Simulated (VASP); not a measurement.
# SnPb3Se4 (Cmmm) in VASP: notebook

One crystal, SnPb3Se4, is run at these levels: PBEsol; tasks: relaxation of cell and atoms.

All numbers are computed with VASP 6.6.1; they aren't measurements. Logs are shortened: lines on timing, memory, paths and dates and some standing lists are left out, and cuts for length are marked.

### 1 The crystal as given

Symmetry: Cmmm, No. 65, orthorhombic system. The conventional cell has a = 8.621 Å, b = 12.192 Å, c = 4.311 Å, α = 90.00°, β = 90.00°, γ = 90.00°. Sn (site symmetry mmm) has 6 Se at 3.05 Å as nearest neighbours. Pb (site symmetry 2/m) has 6 Se at 3.05 Å as nearest neighbours. Around Pb (site symmetry mmm) lie 6 Se at 3.05 Å. Se (site symmetry m2m) has 5 Pb at 3.05 Å and 1 Sn at 3.05 Å as nearest neighbours. Se (site symmetry 2mm) has 2 Sn at 3.05 Å and 4 Pb at 3.05 Å as nearest neighbours.

The cell was built by a generator and needn't be a form met in nature.

### 2 Relaxation of cell and atoms, PBEsol

Input file INCAR:

```
PREC = Accurate
ENCUT = 600
EDIFF = 1E-6
ISMEAR = 0
SIGMA = 0.03
LREAL = False
LASPH = True
NELM = 80
ALGO = Normal
ISIF = 3
LWAVE = False
LCHARG = False
GGA = PS
IBRION = 2
NSW = 90
EDIFFG = -0.01
KPAR = 4
```

Input file KPOINTS:

```
regular mesh
0
Gamma
  6 6 6
```

Input file POSCAR:

```
SnPb3Se4
1.0
    0.0000000000      6.0959750000     -6.0959750000
   -6.0959750000      0.0000000000     -6.0959750000
   -6.0959750000      6.0959750000      0.0000000000
Sn Pb Se
2 6 8
Direct
    0.5000000000      0.5000000000      0.0000000000
    0.0000000000      0.5000000000      0.0000000000
    0.5000000000      0.0000000000      0.0000000000
    0.0000000000      0.0000000000      0.0000000000
    0.5000000000      0.5000000000      0.5000000000
    0.0000000000      0.5000000000      0.5000000000
    0.5000000000      0.0000000000      0.5000000000
    0.0000000000      0.0000000000      0.5000000000
    0.7500000000      0.7500000000      0.2500000000
    0.2500000000      0.7500000000      0.2500000000
    0.7500000000      0.2500000000      0.2500000000
    0.2500000000      0.2500000000      0.2500000000
    0.7500000000      0.7500000000      0.7500000000
    0.2500000000      0.7500000000      0.7500000000
    0.7500000000      0.2500000000      0.7500000000
    0.2500000000      0.2500000000      0.7500000000
```

Potentials or basis: VASP PAW PBE potentials, release 64 (Sn_d, Pb_d, Se).

Started as:

```
$ cat potpaw_PBE.64/Sn_d/POTCAR potpaw_PBE.64/Pb_d/POTCAR potpaw_PBE.64/Se/POTCAR > POTCAR
$ mpirun -np 4 vasp_std > vasp.out
```

OUTCAR:

```text
PREC = Accurate
   ENCUT = 600
   EDIFF = 1E-6
   ISMEAR = 0
   LREAL = False
   LASPH = True
   NELM = 80
   ISIF = 3
   GGA = PS
   IBRION = 2
   NSW = 90
   EDIFFG = -0.01

 ion  position               nearest neighbor table
   1  0.500  0.500  0.000-  10 3.05  11 3.05  12 3.05  13 3.05  14 3.05  15 3.05
   2  0.000  0.500  0.000-   9 3.05  11 3.05  12 3.05  13 3.05  14 3.05  16 3.05
   3  0.500  0.000  0.000-   9 3.05  10 3.05  12 3.05  13 3.05  15 3.05  16 3.05
   4  0.000  0.000  0.000-   9 3.05  10 3.05  11 3.05  14 3.05  15 3.05  16 3.05
   5  0.500  0.500  0.500-   9 3.05  10 3.05  11 3.05  14 3.05  15 3.05  16 3.05
   6  0.000  0.500  0.500-   9 3.05  10 3.05  12 3.05  13 3.05  15 3.05  16 3.05
[... 8 lines left out ...]
  15  0.750  0.250  0.750-   1 3.05   3 3.05   4 3.05   5 3.05   6 3.05   8 3.05
  16  0.250  0.250  0.750-   2 3.05   3 3.05   4 3.05   5 3.05   6 3.05   7 3.05

  LATTYP: Found a face centered cubic cell.
 ALAT       =    12.1919500000

  Lattice vectors:

 A1 = (   0.0000000000,   6.0959750000,  -6.0959750000)
 A2 = (  -6.0959750000,   0.0000000000,  -6.0959750000)
 A3 = (  -6.0959750000,   6.0959750000,   0.0000000000)

Analysis of symmetry for initial positions (statically):
=====================================================================
 Subroutine PRICEL returns following result:

  LATTYP: Found a base centered orthorhombic cell.
 ALAT       =     8.6210105209
 B/A-ratio  =     1.4142135624
 C/A-ratio  =     0.5000000000

  Lattice vectors:

 A1 = (   6.0959750000,  -3.0479875000,  -3.0479875000)
 A2 = (  -6.0959750000,  -3.0479875000,  -3.0479875000)
 A3 = (   0.0000000000,   3.0479875000,  -3.0479875000)

   2 primitive cells build up your supercell.

 Routine SETGRP: Setting up the symmetry group for a
 face centered cubic supercell.

 Subroutine GETGRP returns: Found  8 space group operations
 (whereof  4 operations were pure point group operations)
 out of a pool of 48 trial point group operations.

The static configuration has the point symmetry C_2h.
 The point group associated with its full space group is D_2h.

Analysis of symmetry for dynamics (positions and initial velocities):
=====================================================================
 Subroutine PRICEL returns following result:

  LATTYP: Found a base centered orthorhombic cell.
 ALAT       =     8.6210105209
 B/A-ratio  =     1.4142135624
 C/A-ratio  =     0.5000000000

  Lattice vectors:

 A1 = (   6.0959750000,  -3.0479875000,  -3.0479875000)
 A2 = (  -6.0959750000,  -3.0479875000,  -3.0479875000)
 A3 = (   0.0000000000,   3.0479875000,  -3.0479875000)

   2 primitive cells build up your supercell.

 Routine SETGRP: Setting up the symmetry group for a
 face centered cubic supercell.

 Subroutine GETGRP returns: Found  8 space group operations
 (whereof  4 operations were pure point group operations)
 out of a pool of 48 trial point group operations.

The dynamic configuration has the point symmetry C_2h.
 The point group associated with its full space group is D_2h.

 Subroutine INISYM returns: Found  8 space group operations
 (whereof  4 operations are pure point group operations),
 and found     2 'primitive' translations

----------------------------------------------------------------------------------------

                                     Primitive cell

  volume of cell :     226.5320

  direct lattice vectors                    reciprocal lattice vectors
     6.095975000 -3.047987500 -3.047987500     0.082021334 -0.082021334 -0.082021334
    -6.095975000 -3.047987500 -3.047987500    -0.082021334 -0.082021334 -0.082021334
     0.000000000  3.047987500 -3.047987500     0.000000000  0.164042667 -0.164042667

  length of vectors
     7.466014117  7.466014117  4.310505260     0.142065117  0.142065117  0.231991365

  position of ions in fractional coordinates (direct lattice)
     0.000000000  0.500000000  0.500000000
     0.000000000  0.000000000  0.000000000
     0.500000000  0.500000000  0.000000000
     0.500000000  0.000000000  0.500000000
     0.750000000  0.750000000  0.500000000
     0.750000000  0.250000000  0.000000000
     0.250000000  0.750000000  0.000000000
     0.250000000  0.250000000  0.500000000

  ion indices of the primitive-cell ions
   primitive index   ion index
                 1           1
                 2           3
                 3           5
                 4           7
                 5           9
                 6          11
                 7          13
                 8          15

----------------------------------------------------------------------------------------

 KPOINTS: regular mesh

Automatic generation of k-mesh.
 Grid dimensions read from file:
 generate k-points for:    6    6    6

 Generating k-lattice:

  Cartesian coordinates                     Fractional coordinates (reciprocal lattice)
[... 37 lines left out ...]
   ISTART =      0    job   : 0-new  1-cont  2-samecut
   ICHARG =      2    charge: 1-file 2-atom 10-const
   ISPIN  =      1    spin polarized calculation?
   LNONCOLLINEAR =      F non collinear calculations
   LSORBIT =      F    spin-orbit coupling
   LASPH  =      T    aspherical Exc in radial PAW
   ENCUT  =  600.0 eV  44.10 Ry    6.64 a.u.  17.22 17.22 17.22*2*pi/ulx,y,z
   NELM   =     80;   NELMIN=  2; NELMDL= -5     # of ELM steps
   EDIFF  = 0.1E-05   stopping-criterion for ELM
   LREAL  =      F    real-space projection
   EDIFFG = -.1E-01   stopping-criterion for IOM
   NSW    =     90    number of steps for IOM
   IBRION =      2    ionic relax: 0-MD 1-quasi-New 2-CG
   NFREE  =      1    steps in history (QN), initial steepest desc. (CG)
   ISIF   =      3    stress and relaxation
   ISYM   =      2    0-nonsym 1-usesym 2-fastsym
   POTIM  = 0.5000    time-step for ionic-motion
   TEBEG  =    0.0;   TEEND  =   0.0 temperature during run
   PSTRESS=    0.0 pullay stress
   NELECT =     160.0000    total number of electrons
   NUPDOWN=      -1.0000    fix difference up-down
   EMIN   =  10.00;   EMAX   =-10.00  energy-range for DOS
   EFERMI =   0.00;   METHOD = LEGACY
   ISMEAR =     0;   SIGMA  =   0.03  broadening in eV -4-tet -1-fermi 0-gaus
   EFERMI_NEDOS =   21; number of points for ismear=-14 and -15
   IALGO  =     38    algorithm
   IMIX   =      4    mixing-type and parameters
     AMIX     =   0.40;   BMIX     =  1.00
     AMIX_MAG =   1.60;   BMIX_MAG =  1.00
  volume/ion in A,a.u.               =      28.32       191.09
  Fermi-wavevector in a.u.,A,eV,Ry     =   1.157164  2.186723 18.218595  1.339029
  Thomas-Fermi vector in A             =   2.293778
   LORBIT       =      0    0 simple, 1 ext, 2 COOP (PROOUT), +10 PAW based schemes
   GGA     = PS    functional components
   LHFCALC =     F    Hartree Fock is set to
   AEXX    =    0.0000 exact exchange contribution
   IVDW    =     0    specifies the selected vdW correction
   LEPSILON=     F    determine dielectric tensor
   LRPA    =     F    only Hartree local field effects (RPA)
 conjugate gradient relaxation of ions
 non-spin polarized calculation
 Gauss-broadening in eV      SIGMA  =   0.03
  energy-cutoff  :      600.00
  volume of cell :      453.06
 maximum number of plane-waves:     15142
 NGX is ok and might be reduce to    70
   NGX = 35   NGY = 35   NGZ = 35

--------------------------------------- Ionic step        1  -------------------------------------------

 number of electron     159.9999990 magnetization

 Free energy of the ion-electron system (eV)
  ---------------------------------------------------
  ext. energy  EPLUGINS =         0.00000000
  ---------------------------------------------------
  free energy    TOTEN  =       -71.34911785 eV

  energy without entropy =      -71.34884361  energy(sigma->0) =      -71.34898073

------------------------ aborting loop because EDIFF is reached ----------------------------------------

  FORCE on cell =-STRESS in cart. coord.  units (eV):
  Direction    XX          YY          ZZ          XY          YZ          ZX
  --------------------------------------------------------------------------------------
  -------------------------------------------------------------------------------------
  Total       -1.9549345     -1.9455330     -1.9455330      0.0000000     -0.0131194      0.0000000
  in kB       -6.9132659     -6.8800192     -6.8800192      0.0000000     -0.0463944      0.0000000
  external PRESSURE =      -6.8911014 kB  Pullay stress =       0.0000000 kB
[... 185 lines left out ...]
  energy  without entropy=      -71.3890339833  energy(sigma->0) =      -71.38917094

--------------------------------------- Ionic step        5  -------------------------------------------

 number of electron     159.9999997 magnetization

 Free energy of the ion-electron system (eV)
  ---------------------------------------------------
  ext. energy  EPLUGINS =         0.00000000
  ---------------------------------------------------
  free energy    TOTEN  =       -71.39801607 eV

  energy without entropy =      -71.39774359  energy(sigma->0) =      -71.39787983

 E-fermi :   5.3153     XC(G=0):  -9.7998

 val. band max:        5.3052045945   @ k =   0.0000   0.0000   0.0000
 cond. band min:       5.3250429140   @ k =   0.0000   0.0000   0.0000
 fundamental gap:      0.0198383195
 Fermi energy:         5.3152746265

 k-point     1 :       0.0000    0.0000    0.0000
  band No.  band energies     occupation
      1     -16.1357      2.00000
      2     -16.1332      2.00000
      3     -16.1278      2.00000
      4     -16.1240      2.00000
      5     -16.1219      2.00000
      6     -16.1187      2.00000
[... 2269 lines left out ...]
     91       8.3033      0.00000
     92       8.4268      0.00000

 [... further k-points ...]

 [bands above 92 left out]

------------------------ aborting loop because EDIFF is reached ----------------------------------------

  FORCE on cell =-STRESS in cart. coord.  units (eV):
  Direction    XX          YY          ZZ          XY          YZ          ZX
  --------------------------------------------------------------------------------------
  -------------------------------------------------------------------------------------
  Total        0.0808638      0.0755095      0.0755095      0.0000000      0.0246410      0.0000000
  in kB        0.2901376      0.2709265      0.2709265      0.0000000      0.0884114      0.0000000
  external PRESSURE =       0.2773302 kB  Pullay stress =       0.0000000 kB
[... 31 lines left out ...]
  FREE ENERGIE OF THE ION-ELECTRON SYSTEM (eV)
  ---------------------------------------------------
  free  energy   TOTEN  =       -71.3980160702 eV

  energy  without entropy=      -71.3977435874  energy(sigma->0) =      -71.39787983

 reached required accuracy - stopping structural energy minimisation
```

Run time: 69 min. Hardware: 4 MPI ranks of Intel Xeon Platinum 8259CL at 2.50GHz (Skylake/Cascade Lake), shared host; peak memory 2.1 GiB.

Results:

```yaml
Free_energy: -71.3980 eV
Relaxed_volume: 27.91 Å³/atom
Relaxed_cell: a = 8.580 Å, b = 8.579 Å, c = 8.579 Å, α = 60.00°, β = 60.00°, γ = 60.00°
Space_group_after_relaxing_to_0.05_Å: Cmmm (No. 65)
Energy_gained_by_relaxing: 3.1 meV/atom
Ionic_steps: 5
Pressure_after_relaxing: 0.0 GPa
Largest_force_after_relaxing: 0.003 eV/Å
Band_gap_on_the_k_mesh: 0.02 eV
```

Forces on the atoms (eV/Å):
```
Sn   0.000  0.000  0.000
Sn   0.000  0.000  0.000
Pb   0.000  0.000  0.000
Pb   0.000  0.000  0.000
Pb   0.000  0.000  0.000
Pb   0.000  0.000  0.000
Pb   0.000  0.000  0.000
Pb   0.000  0.000  0.000
Se   0.003  0.000  0.000
Se   0.003  0.000  0.000
Se   0.000  0.001  0.001
Se   0.000  0.001  0.001
Se   0.000 -0.001 -0.001
Se   0.000 -0.001 -0.001
Se  -0.003  0.000  0.000
Se  -0.003  0.000  0.000
```

Step by step:
```tsv
step	energy change (eV)	largest force (eV/Å)	pressure (GPa)	volume (Å³)
1	0.0000	0.2440	-0.69	453.06
2	-0.0269	0.1946	0.24	445.12
3	-0.0269	0.1924	0.28	444.79
4	-0.0402	0.1195	0.18	445.44
5	-0.0489	0.0033	0.03	446.54
```

Final structure:
```xyz
16
Lattice="0.0000 6.0670 -6.0670 -6.0664 0.0003 -6.0667 -6.0664 6.0667 -0.0003" Properties=species:S:1:pos:R:3 pbc="T T T"
Sn   -3.0332    3.0337   -6.0668
Sn   -3.0332    0.0002   -3.0333
Pb    0.0000    3.0335   -3.0335
Pb    0.0000    0.0000    0.0000
Pb   -6.0664    6.0670   -6.0670
Pb   -6.0664    3.0335   -3.0335
Pb   -3.0332    6.0668   -3.0337
Pb   -3.0332    3.0333   -0.0002
Se   -6.0329    6.0671   -9.1003
Se   -6.0329    3.0337   -6.0668
Se   -3.0332    6.0336   -6.1004
Se   -3.0332    3.0001   -3.0669
Se   -9.0996    9.1339   -9.0671
Se   -9.0996    6.1004   -6.0336
Se   -6.0999    9.1003   -6.0671
Se   -6.0999    6.0668   -3.0337
```

Levels at points of the mesh, in eV from the valence-band top:
```csv
k point,band 77,band 78,band 79,band 80,band 81,band 82,band 83,band 84
"(0.00, 0.00, 0.00)",-0.11,-0.11,0.00,0.00,0.02,0.02,0.25,0.28
"(0.50, 0.00, 0.00)",-1.94,-1.94,-1.11,-1.11,2.00,2.00,2.63,2.63
"(0.00, 0.50, 0.00)",-1.94,-1.94,-1.16,-1.09,1.86,2.14,2.58,2.61
"(0.50, 0.50, 0.00)",-0.95,-0.95,-0.56,-0.56,1.17,1.17,1.21,1.21
"(0.00, 0.50, 0.50)",-0.93,-0.93,-0.68,-0.49,1.14,1.14,1.24,1.25
```

Caveat: the PAW data sets were made with another functional, which shifts forces and pressure a little; spin-orbit coupling is left out, which as a rule narrows the gap of such compounds by several tenths of an eV. A k mesh can miss the band edges.

### 3 Relaxation of cell and atoms, PBEsol

This run uses another cell than the first one, of 27.91 Å³/atom, 0.986 times its volume.

INCAR, as its differences from that of step 2:

```diff
@@ -2,3 +2,3 @@
 ENCUT = 600
-EDIFF = 1E-6
+EDIFF = 1E-7
 ISMEAR = 0
@@ -15,3 +15,3 @@
 NSW = 90
-EDIFFG = -0.01
+EDIFFG = -0.005
 KPAR = 4
```

KPOINTS is that of step 2.

Input file POSCAR:

```
SnPb3Se4                                
1.0
    0.0000000000      6.0669884640     -6.0669884640
   -6.0663739144      0.0003141802     -6.0666742838
   -6.0663739144      6.0666742838     -0.0003141802
  Sn              Pb              Se            
     2     6     8
Direct
     0.5000000000000000    0.5000000000000000    0.0000000000000000
     0.0000000000000000    0.5000000000000000    0.0000000000000000
     0.5000000000000000    0.0000000000000000    0.0000000000000000
     0.0000000000000000    0.0000000000000000    0.0000000000000000
     0.5000000000000000    0.5000000000000000    0.5000000000000000
     0.0000000000000000    0.5000000000000000    0.5000000000000000
     0.5000000000000000    0.0000000000000000    0.5000000000000000
     0.0000000000000000    0.0000000000000000    0.5000000000000000
     0.7527613302037940    0.7472386697962060    0.2472386697962060
     0.2527613302037940    0.7472386697962060    0.2472386697962060
     0.7500000000000000    0.2555094404725415    0.2444905595274585
     0.2500000000000000    0.2555094404725415    0.2444905595274585
     0.7500000000000000    0.7444905595274585    0.7555094404725415
     0.2500000000000000    0.7444905595274585    0.7555094404725415
     0.7472386697962060    0.2527613302037940    0.7527613302037940
     0.2472386697962060    0.2527613302037940    0.7527613302037940
```

Potentials or basis: VASP PAW PBE potentials, release 64 (Sn_d, Pb_d, Se).

Started as:

```
$ cat potpaw_PBE.64/Sn_d/POTCAR potpaw_PBE.64/Pb_d/POTCAR potpaw_PBE.64/Se/POTCAR > POTCAR
$ mpirun -np 4 vasp_std > vasp.out
```

Run time: 24 min. Hardware: 4 MPI ranks of Intel Xeon Platinum 8259CL at 2.50GHz (Skylake/Cascade Lake), shared host; peak memory 2 GiB.

The run converged. Its results:

| Quantity | Value |
| --- | --- |
| Free energy | -71.3975 eV |
| Pressure after relaxing | 0.0 GPa |
| Largest force after relaxing | 0.003 eV/Å |
| Band gap on the k mesh | 0.02 eV |

Forces in eV/Å, atoms in the order of the input:
```
Sn   0.000  0.000  0.000
Sn   0.000  0.000  0.000
Pb   0.000  0.000  0.000
Pb   0.000  0.000  0.000
Pb   0.000  0.000  0.000
Pb   0.000  0.000  0.000
Pb   0.000  0.000  0.000
Pb   0.000  0.000  0.000
Se   0.003  0.000  0.000
Se   0.003  0.000  0.000
Se   0.000  0.000  0.000
Se   0.000  0.000  0.000
Se   0.000  0.000  0.000
Se   0.000  0.000  0.000
Se  -0.003  0.000  0.000
Se  -0.003  0.000  0.000
```

Final structure:
```cif
data_structure
_symmetry_space_group_name_H-M 'P 1'
_symmetry_Int_Tables_number 1
_cell_length_a 8.5800
_cell_length_b 8.5794
_cell_length_c 8.5794
_cell_angle_alpha 59.998
_cell_angle_beta 59.997
_cell_angle_gamma 59.997
_cell_volume 446.54
loop_
_atom_site_label
_atom_site_type_symbol
_atom_site_fract_x
_atom_site_fract_y
_atom_site_fract_z
_atom_site_occupancy
Sn1 Sn 0.50000 0.50000 0.00000 1
Sn2 Sn 0.00000 0.50000 0.00000 1
Pb1 Pb 0.50000 0.00000 0.00000 1
Pb2 Pb 0.00000 0.00000 0.00000 1
Pb3 Pb 0.50000 0.50000 0.50000 1
Pb4 Pb 0.00000 0.50000 0.50000 1
Pb5 Pb 0.50000 0.00000 0.50000 1
Pb6 Pb 0.00000 0.00000 0.50000 1
Se1 Se 0.75276 0.74724 0.24724 1
Se2 Se 0.25276 0.74724 0.24724 1
Se3 Se 0.75000 0.25551 0.24449 1
Se4 Se 0.25000 0.25551 0.24449 1
Se5 Se 0.75000 0.74449 0.75551 1
Se6 Se 0.25000 0.74449 0.75551 1
Se7 Se 0.74724 0.25276 0.75276 1
Se8 Se 0.24724 0.25276 0.75276 1
```

Levels at points of the mesh, in eV from the valence-band top:
```csv
k point,band 77,band 78,band 79,band 80,band 81,band 82,band 83,band 84
"(0.00, 0.00, 0.00)",-0.11,-0.11,0.00,0.00,0.02,0.02,0.25,0.28
"(0.50, 0.00, 0.00)",-1.94,-1.94,-1.11,-1.11,2.00,2.00,2.63,2.63
"(0.00, 0.50, 0.00)",-1.94,-1.94,-1.16,-1.09,1.86,2.14,2.58,2.61
"(0.50, 0.50, 0.00)",-0.95,-0.95,-0.56,-0.56,1.17,1.17,1.21,1.21
"(0.00, 0.50, 0.50)",-0.93,-0.93,-0.68,-0.49,1.14,1.14,1.24,1.25
```

Caveat: the relaxation stopped at its first step, so nothing moved; the PAW data sets were made with another functional, which shifts forces and pressure a little; spin-orbit coupling is left out, which as a rule narrows the gap of such compounds by several tenths of an eV. A k mesh can miss the band edges.
